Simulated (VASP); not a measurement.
Computed with PBE GGA, VASP's PBE PAW potentials (set 64) (plane waves; VASP).

VASP input:

**INCAR**
```
LCHARG = F
ENCUT = 300   # plane-wave cut-off (eV)
EDIFF = 1E-6
PREC = Accurate
GGA = PE   # PBE
SYSTEM = Tl
LWAVE = F
NELM = 100
LASPH = T   # aspherical one-centre terms
ISMEAR = 0
ISIF = 2
LREAL = F   # projection in real space or not
ALGO = Normal
LMAXMIX = 4
SIGMA = 0.05   # width (eV)
```

KPOINTS:
```
kpoints
0
Gamma
8 8 4
0 0 0
```

### POSCAR
```
Tl
1
    1.7165060000    -2.9730760000     0.0000000000
    1.7165060000     2.9730760000     0.0000000000
    0.0000000000     0.0000000000     5.4769440000
Tl
2
Direct
  0.3333330000   0.6666670000   0.2500000000
  0.6666670000   0.3333330000   0.7500000000
```

POTCAR, in this order: Tl_d (PBE.64 set). Program: vasp_std.

Output

File OSZICAR:
```
       N       E                     dE             d eps       ncg     rms          rms(c)
DAV:   1     0.851621914147E+02    0.85162E+02   -0.10953E+04  1116   0.938E+02
DAV:   2    -0.304531700814E+01   -0.88208E+02   -0.87295E+02  1102   0.220E+02
DAV:   3    -0.431755315282E+01   -0.12722E+01   -0.12660E+01  1265   0.239E+01
DAV:   4    -0.432403903267E+01   -0.64859E-02   -0.64854E-02  1119   0.177E+00
DAV:   5    -0.432410269658E+01   -0.63664E-04   -0.63663E-04  1195   0.178E-01    0.343E+00
DAV:   6    -0.428116360820E+01    0.42939E-01   -0.79754E-02  1116   0.241E+00    0.236E+00
DAV:   7    -0.427271534464E+01    0.84483E-02   -0.41841E-02  1068   0.174E+00    0.634E-01
DAV:   8    -0.427184063610E+01    0.87471E-03   -0.42032E-03  1072   0.528E-01    0.336E-02
DAV:   9    -0.427184667251E+01   -0.60364E-05   -0.22046E-05  1175   0.415E-02    0.100E-02
DAV:  10    -0.427185122883E+01   -0.45563E-05   -0.51536E-06  1102   0.205E-02    0.283E-03
DAV:  11    -0.427185149531E+01   -0.26648E-06   -0.54972E-07   561   0.624E-03
   1 F= -.42718515E+01 E0= -.42697846E+01  d E =-.413383E-02
```

File OUTCAR:
```
------------------------ aborting loop because EDIFF is reached ----------------------------------------
  FORCE on cell =-STRESS in cart. coord.  units (eV):
  Direction    XX          YY          ZZ          XY          YZ          ZX
  --------------------------------------------------------------------------------------
  Total        1.5037297      1.5037301      1.4485760      0.0000000     -0.0000000     -0.0000000
  in kB       43.0983585     43.0983700     41.5176002      0.0000000     -0.0000000     -0.0000000
  external PRESSURE =      42.5714429 kB  Pullay stress =       0.0000000 kB
  volume of cell :       55.90
      direct lattice vectors                 reciprocal lattice vectors
     1.716506000 -2.973076000  0.000000000     0.291289398 -0.168175990  0.000000000
     1.716506000  2.973076000  0.000000000     0.291289398  0.168175990  0.000000000
     0.000000000  0.000000000  5.476944000     0.000000000  0.000000000  0.182583572
 POSITION                                       TOTAL-FORCE (eV/Angst)
 -----------------------------------------------------------------------------------
      1.71651      0.99103      1.36924         0.000000     -0.000000      0.000000
      1.71651     -0.99103      4.10771        -0.000000      0.000000      0.000000
 -----------------------------------------------------------------------------------
    total drift:                                0.000011      0.000449      0.000009
  FREE ENERGIE OF THE ION-ELECTRON SYSTEM (eV)
  ---------------------------------------------------
  free  energy   TOTEN  =        -4.2718514953 eV

  energy  without entropy=       -4.2677176609  energy(sigma->0) =       -4.26978458
```
(Selected blocks of OUTCAR.)

At this cut-off the stress carries a Pulay error, which pulls relaxed volumes low.

The structure is a typed Tl crystal (P6_3/mmc). The cell was not relaxed at this level.
